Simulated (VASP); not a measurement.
VASP ran on this input.

File KPOINTS:
```
Automatic mesh
0
Gamma
  8 8 8
```

File POSCAR:
```
LaMg3
1
   -2.6404400000     2.6404400000     3.7452700000
    2.6404400000    -2.6404400000     3.7452700000
    2.6404400000     2.6404400000    -3.7452700000
La Mg
1 3
Direct
  0.0000000000   0.0000000000   0.0000000000
  0.5000000000   0.5000000000   0.0000000000
  0.2500000000   0.7500000000   0.5000000000
  0.7500000000   0.2500000000   0.5000000000
```

### INCAR
```
! general
SYSTEM =LaMg3
PREC   =Accurate
ENCUT  =400
LREAL  =.False.
LASPH  =.True.

! electronic loop
EDIFF  =1E-6
NELM   =100
ALGO   =Normal
LMAXMIX=6

! smearing
ISMEAR =1
SIGMA  =0.1

! functional
GGA    =PE

! ions
ISIF   =2

! output
LWAVE  =.False.
LCHARG =.False.
```

POTCAR, in this order: La Mg (PBE.64 set). Program: vasp_std.

Problem. Translate this PBE calculation to Ansatz.

Solution. One equivalent input (not run):
Ansatz 0.2 input:
```yaml
crystal:
  lattice:
    - [-2.6404400, 2.6404400, 3.7452700]
    - [2.6404400, -2.6404400, 3.7452700]
    - [2.6404400, 2.6404400, -3.7452700]
  atoms:
    - { symbol: La, position: [0.0000000, 0.0000000, 0.0000000] }
    - { symbol: Mg, position: [0.5000000, 0.5000000, 0.0000000] }
    - { symbol: Mg, position: [0.2500000, 0.7500000, 0.5000000] }
    - { symbol: Mg, position: [0.7500000, 0.2500000, 0.5000000] }
kpoints:
  mp_grid: { grid: [8, 8, 8] }
hamiltonian:
  xc: pbe
  pseudopotentials: { kind: paw }
scf:
  occupations: { method: methfessel_paxton, width: 0.1 }
  max_iter: 100
output: { forces: true, stress: true, eigenvalues: true }
```
What does not carry over: each code has its own PAW files, so the cut-off isn't converted (ENCUT is set for VASP's; basis.ecutwfc is left out, and Ansatz then takes the one that its files recommend); Ansatz stops its SCF on the density residual and VASP on the energy change (EDIFF).

The structure comes from a computed database's LaMg3 entry (I4/mmm); how it stands against other phases isn't given here. The cell was not relaxed at this level.
